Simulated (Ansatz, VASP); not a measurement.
# Cross-check of Sr2Rh between VASP and Ansatz, part 2 of 2

Aim: how closely do two programs agree when they are given the same cell, functional and k mesh? The cell is taken from a series of runs on this material, whose earlier steps may have relaxed, scaled, displaced or heated it; both programs get it as it stands.

VASP 6.6.1 and Ansatz 0.2.0.

So far: The starting structure; VASP: zone-centre phonons, PBEsol.

### Step 3. Ansatz: zone-centre phonons, PBEsol

Level of this step: Ansatz beside VASP: Kohn-Sham DFT, plane waves, PBEsol (Ansatz).

Ansatz runs on its PAW soft_1 files.

The same cell, functional, mesh and smearing now go to Ansatz, which takes its cutoff from its data sets.

Contents of input.yaml:

```yaml
crystal:
  lattice:
    - [0.0, 3.5971824176, 3.5971824176]
    - [3.5971824176, 0.0, 3.5971824176]
    - [3.5971824176, 3.5971824176, 0.0]
  atoms:
    - { symbol: Sr, position: [0.75, 0.75, 0.75] }
    - { symbol: Sr, position: [0.25, 0.25, 0.25] }
    - { symbol: Rh, position: [0.0, 0.0, 0.0] }
kpoints:
  mp_grid: { grid: [12, 12, 12] }
hamiltonian:
  xc: pbesol
  pseudopotentials: { kind: paw, azcp: { folder: soft_1 }, xc_functional: pbe }
scf:
  occupations: { method: methfessel_paxton, width: 0.2 }
output:
  eigenvalues: true
phonons:
  method: dfpt
```

Launch:

```bash
$ ansatz run input.yaml --threads 4 --pin off --max-ram 10240MiB --backend cpu --events-out ev --progress --plain --runs-dir out
```

Numbers of over 12 decimals in the logs are rounded to 6 here.

Output:

```text
zone centre: on kpoints.mp_grid the ground state, and the responses unless they are solved on pairs of k-points, stand on 163 of the mesh's 1728 k-points, reduced under 8 symmetry operations, with k and −k counted as one. Each operation leaves every solved displacement unchanged or reverses it
Engine: ansatz 0.2.0, aarch64-unknown-linux-gnu
Pseudopotentials: kind: paw
Pseudopotential: Sr, paw, valence charge 10, recommended cutoff 420 eV (normal), soft_1/Sr.paw.azcp
Pseudopotential: Rh, paw, valence charge 17, recommended cutoff 420 eV (normal), soft_1/Rh.paw.azcp
Functional definition: PBEsol
  exchange = pbesol_x
  correlation = pbesol_c
Crystal: 3 atoms, lattice volume = 93.093 Å³
Basis set: ecut = 420 eV, 1837 PW (Γ), exchange–correlation on 72×72×72 points (8 copies of the dense FFT grid, shifted against one another)
Bands: 23, of which v1, the nominal top of the filled ones, is band 19 counted from 1 (18 counted from 0)
Symmetry: 48 space group operations
k-points: 163 of 1728 (irreducible under 8 space group operations, time reversal used)
Non-local potential: Sr, projectors of the file, l = 0: 3, l = 1: 2, l = 2: 2
Non-local potential: Rh, projectors of the file, l = 0: 3, l = 1: 2, l = 2: 2, l = 3: 1
PAW form: soft (Blöchl's): semilocal exchange-correlation on the pseudo side does not see the compensation charge
PAW frozen core: Sr, regenerated for the run's functional, and the local potential with it (the file was generated under x = pbe(κ = 0.804, μ = 0.219515), c = pbe(β = 0.066725))
PAW frozen core: Rh, regenerated for the run's functional, and the local potential with it (the file was generated under x = pbe(κ = 0.804, μ = 0.219515), c = pbe(β = 0.066725))
PAW one-centre angular grid: Sr, 110 points (default); XC on 64 Gauss nodes
PAW one-centre angular grid: Rh, 590 points (default); XC on 64 Gauss nodes
Initial density: superposition of atomic densities (chi_scale 0.1, normalization cell, long waves kept (reshape's long-wave potential 0.00 eV rms))
Initial wavefunctions: pseudopotential atomic-orbital guess
Functional: x = pbesol(κ = 0.804, μ = 0.123457), c = pbesol(β = 0.046)
SCF iter   1: F=—  HF=-13331.626394 eV  |F-HF|=—  |Δ(HF+E_count)|=         —  Δρ=2.33e-1  dr2=1.01e2  ethr=3.10e-3  ⟨swp⟩=8.7  Hψ=22477  notcnv=0
preconditioner: auto → Kerker (q_TF=auto, 2.339 Å⁻¹)  [metal: Δε(μ)=0.015 eV  Ē_g=2.434 eV  σ=0.200 eV  W_gap=0.06  n_scr=14 (ndim 8)  ℏωp=13.9 eV  f_vac=0.000  D(μ)=7.26/eV (n_scr^D=64)]
SCF iter   2: F=—  HF=-13324.552063 eV  |F-HF|=—  |Δ(HF+E_count)|=    7.07e0  S|Δr|=    0.00e0  Δρ=8.58e-2  dr2=1.30e1  ethr=3.10e-3  ⟨swp⟩=3.2  Hψ=9589  notcnv=0
SCF iter   3: F=—  HF=-13323.451579 eV  |F-HF|=—  |Δ(HF+E_count)|=    1.10e0  S|Δr|=    0.00e0  Δρ=1.23e-2  dr2=2.47e-1  ethr=3.10e-3  ⟨swp⟩=3.0  Hψ=7367  notcnv=0
SCF iter   4: F=—  HF=-13323.430811 eV  |F-HF|=—  |Δ(HF+E_count)|=   2.08e-2  S|Δr|=    0.00e0  Δρ=2.20e-3  dr2=6.69e-3  ethr=6.66e-4  ⟨swp⟩=1.7  Hψ=4716  notcnv=0
SCF iter   5: F=—  HF=-13323.430793 eV  |F-HF|=—  |Δ(HF+E_count)|=   1.80e-5  S|Δr|=    0.00e0  Δρ=1.02e-3  dr2=2.17e-3  ethr=1.81e-5  ⟨swp⟩=2.2  Hψ=4795  notcnv=0
SCF iter   6: F=—  HF=-13323.430554 eV  |F-HF|=—  |Δ(HF+E_count)|=   2.38e-4  S|Δr|=    0.00e0  Δρ=3.28e-4  dr2=3.40e-4  ethr=5.86e-6  ⟨swp⟩=1.3  Hψ=3822  notcnv=0
SCF iter   7: F=—  HF=-13323.430486 eV  |F-HF|=—  |Δ(HF+E_count)|=   6.79e-5  S|Δr|=    0.00e0  Δρ=1.24e-4  dr2=3.41e-5  ethr=9.18e-7  ⟨swp⟩=2.4  Hψ=5369  notcnv=0
SCF iter   8: F=—  HF=-13323.430479 eV  |F-HF|=—  |Δ(HF+E_count)|=   7.39e-6  S|Δr|=    0.00e0  Δρ=3.87e-5  dr2=3.51e-6  ethr=9.23e-8  ⟨swp⟩=1.2  Hψ=3777  notcnv=0
SCF iter   9: F=—  HF=-13323.430478 eV  |F-HF|=—  |Δ(HF+E_count)|=   9.04e-7  S|Δr|=    0.00e0  Δρ=9.09e-6  dr2=2.20e-7  ethr=9.47e-9  ⟨swp⟩=2.3  Hψ=5437  notcnv=0
SCF iter  10: F=—  HF=-13323.430478 eV  |F-HF|=—  |Δ(HF+E_count)|=   4.29e-8  S|Δr|=    0.00e0  Δρ=2.23e-6  dr2=1.02e-8  ethr=5.93e-10  ⟨swp⟩=2.3  Hψ=5465  notcnv=0
SCF iter  11: F=—  HF=-13323.430478 eV  |F-HF|=—  |Δ(HF+E_count)|=  6.62e-10  S|Δr|=    0.00e0  Δρ=5.48e-7  dr2=5.41e-10  ethr=2.75e-11  ⟨swp⟩=2.1  Hψ=4964  notcnv=0
SCF iter  12: F=—  HF=-13323.430478 eV  |F-HF|=—  |Δ(HF+E_count)|=  7.28e-12  S|Δr|=    0.00e0  Δρ=1.02e-7  dr2=1.42e-11  ethr=1.46e-12  ⟨swp⟩=2.2  Hψ=5224  notcnv=0
SCF iter  13: F=-13323.430478 eV  HF=-13323.430478 eV  |F-HF|=0.00e0  |Δ(HF+E_count)|=    0.00e0  S|Δr|=    0.00e0  Δρ=1.78e-8  dr2=3.80e-13  ethr=1.00e-12  ⟨swp⟩=7.5  Hψ=19977  notcnv=0
the search or the solves at the SCF's close seem to have found levels that the self-consistency loop had missed (the run counts 1). By its estimate they hold under 1e-12 electrons; where the run keeps them, the occupations were computed again with them
SCF 1 converged in 13 iterations: F = -13323.430478 eV  dr2 = 3.80e-13
  greatest PAW one-centre occupation: 0.999 electrons in one spin orbital (limit 2), on the Rh atom at site 2 (counted from 0), in its partial waves of l = 0
DFPT response loops at Γ: preconditioner auto → Kerker (q_TF=auto, 2.339 Å⁻¹) (partly filled bands, converged f_vac=0.000); β = 1.00, the filter's whole step (`scf.mixing.beta` (0.50) is not read by the response loops under this deck's `scf.mixing.preconditioner`; to damp them name `kerker` or `kerker_dos`, under which they read `scf.mixing.beta`, and type it under 1.00, their step now; both keys bind the ground state too); Broyden in place of MSR1
SCF converged after 13 iterations
Stability not checked: this state was not tested for a lower state beside it, because cold or Methfessel-Paxton smearing, or corrected tetrahedra, fill the levels in a way that the test cannot read (fill_not_monotonic; see scf.lower_state_search)
Free energy (F): -13323.430478 eV
Harris-Foulkes:  -13323.430478 eV  (|F-HF|=0.00e0)
Internal energy: -13323.420563 eV  (E = F + TS)
E sigma→0 (E₀):  -13323.427999 eV
Entropy (-TS):   -0.009915 eV (-3.305 meV/atom)
Fermi energy:    8.906573 eV
--- Per-component energies (eV) ---
  E_band       = -458.037663
  E_kinetic    = 1007.126056
  E_local      = -4158.384821  (includes V_loc(G=0)·N_el)
  E_nonlocal   = 774.243105
  E_hartree    = 1430.632450
  E_xc         = -546.982770
  E_vxc        = -561.943657  (∫ρ·V_xc dr)
  E_paw        = -8823.059069  (= ΣΔE_a)
  E_vpaw       = -380.343347  (= ΣTr[D̂ρ^β])
  E_aug_tail   = 0.000078  (compensation charges beyond the density's cutoff)
  E_ewald      = -3007.540490
  E_core_change = 0.544896  (= ΣΔE_core)
  E_smearing   = -0.009915  (= −TS)
  E_closure    = -0.000000  (closes the sum)
  Σ components = -13323.430478   (vs F -13323.430478, Δ=0.00e0)
--- Band table (eV; the first three rows and the last of 163) ---
  k-point 0: bands = [... 15 lower, 7.8232, 7.8232, 7.8232, 9.5427, 9.5427, 9.5427, 11.6742, 11.6742]
  k-point 1: bands = [... 15 lower, 7.7918, 7.8126, 7.8126, 9.4789, 9.6078, 9.6078, 11.6864, 11.6864]
  k-point 2: bands = [... 15 lower, 7.7167, 7.7848, 7.7848, 9.3065, 9.7937, 9.7937, 11.7299, 11.7299]
  k-point 162: bands = [... 15 lower, 7.5944, 7.6850, 7.9123, 9.5416, 9.5416, 10.2907, 11.8927, 11.9224]
--- Phonons (Γ-DFPT): 2 representative perturbations + reference, on 163 of 1728 k-points (Σ response iterations 6) ---
  k mesh reduced under 8 symmetry operations, with k and −k counted as one. Each operation leaves every solved displacement unchanged or reverses it
  ASR residual: 4.609e-5 → 0.000e0 eV/Å²; symmetrization residual: 1.248e-5 eV/Å²
  ASR residual per site (eV/Å²): 4.61e-5 4.61e-5 2.83e-5
  Γ frequencies (cm⁻¹): 0.00 0.00 0.00 102.04 102.04 102.04 125.95 125.95 125.95
  non-analytic LO–TO correction: not included (Born effective charges unavailable; polar crystals: no LO–TO splitting at Γ)
```

### Step 4. Comparison

Known differences besides the potentials themselves: the data sets hold 37 valence electrons in Ansatz (on its PAW soft_1 files) and 35 in VASP; the cutoff is 420 eV in Ansatz and 500 eV in VASP; Ansatz makes its cores anew for this functional, VASP keeps those of its PBE data sets. Total energies have different zeros and are not compared.

Compared:

```tsv
quantity	Ansatz	VASP	difference
optical mode 1 to 3 (cm⁻¹)	102.0	104.5	-2.33 %
optical mode 4 to 6 (cm⁻¹)	126.0	126.9	-0.72 %
```

Modes are paired by rising frequency, not by their patterns, so a pair may set unlike modes beside each other; they are those without the splitting of longitudinal modes.

### Step 5. Results

```
r.m.s. difference of the optical zone-centre modes, each program's sorted by frequency (zone-centre phonons, PBEsol) : 1.8 cm⁻¹
difference in optical mode 1 to 3 (zone-centre phonons, PBEsol)                                                      : -2.3 %
```

In words: The r.m.s. difference of the optical zone-centre modes, each program's sorted by frequency is 1.8 cm⁻¹ (zone-centre phonons, PBEsol). The data sets hold unlike numbers of valence electrons (37 in Ansatz and 35 in VASP), so part of the differences comes from the potentials. Among the rows given in per cent, the largest difference of the zone-centre phonons, PBEsol pair is in optical mode 1 to 3, -2.3 %. Such differences can come from data sets, numerical settings and the points named under the comparisons, not from the functional's error against experiment.

[Lines on the potential files, build, host, timing and source positions are cut from VASP's logs without a mark.]

[Logs are printed without paths, hosts, clocks, repeated set-up lines and the standing remarks that a program may print on its own settings, such as how far it seeks lower states.]

[Hosts, paths, dates, database ids (printed as entryN), source tags and the programs' standing remarks are cut or masked in the printed files.]
